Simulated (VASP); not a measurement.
Level of theory: PBE GGA, VASP's PBE PAW potentials (set 64) (plane waves; VASP).

Input for VASP

INCAR:
```
SYSTEM  =  CaO
PREC  =  Accurate; ENCUT  =  620; LREAL  =  F
LASPH  =  T
EDIFF  =  1E-6; NELM  =  100; ALGO  =  Normal
ISMEAR  =  0; SIGMA  =  0.05
GGA  =  PE
IBRION  =  2; NSW  =  40; ISIF  =  3
EDIFFG  =  -0.02; PSTRESS  =  200
LWAVE  =  F; LCHARG  =  F
```

File POSCAR:
```
CaO
1
    0.0000000000     2.3554298757     2.3554298757
    2.3554298757     0.0000000000     2.3554298757
    2.3554298757     2.3554298757     0.0000000000
Ca O
1 1
Direct
  0.0000000000   0.0000000000   0.0000000000
  0.5000000000   0.5000000000   0.5000000000
```

File KPOINTS:
```
Automatic mesh
0
Gamma
10 10 10
0 0 0
```

POTCAR, in this order: Ca_sv O (PBE.64 set). Program: vasp_std.

Energy and stress use the plane-wave basis of the starting cell.

Q: Estimate the energy per atom (σ→0), volume per atom, band gap (on the k-mesh).

A: 
The energy per atom (σ→0) is -6.302 eV/atom. The band gap (on the k-mesh) comes out as 3.56 eV and the volume per atom comes out as 12.31 Å³/atom.

File OSZICAR:
```
...
DAV:   8    -0.126037779619E+02   -0.11883E-03   -0.56991E-05  1244   0.971E-02    0.259E-02
DAV:   9    -0.126037746986E+02    0.32633E-05   -0.26443E-06  1520   0.119E-02    0.284E-02
DAV:  10    -0.126037997138E+02   -0.25015E-04   -0.10799E-05  1732   0.445E-02    0.313E-02
DAV:  11    -0.126038083791E+02   -0.86653E-05   -0.92349E-05  1776   0.954E-02    0.294E-02
DAV:  12    -0.126038111167E+02   -0.27375E-05   -0.30917E-06  1272   0.233E-02    0.175E-02
DAV:  13    -0.126038124134E+02   -0.12967E-05   -0.12865E-06   728   0.182E-02    0.537E-03
DAV:  14    -0.126038129383E+02   -0.52489E-06   -0.50561E-07   564   0.929E-03
   3 F= -.95293510E+01 E0= -.95293510E+01  d E =-.499256E-01
```

The compound is CaO in the rock salt structure. This run relaxes it under an external pressure of 20 GPa. Symmetry was kept, so distortions that lower it aren't found.
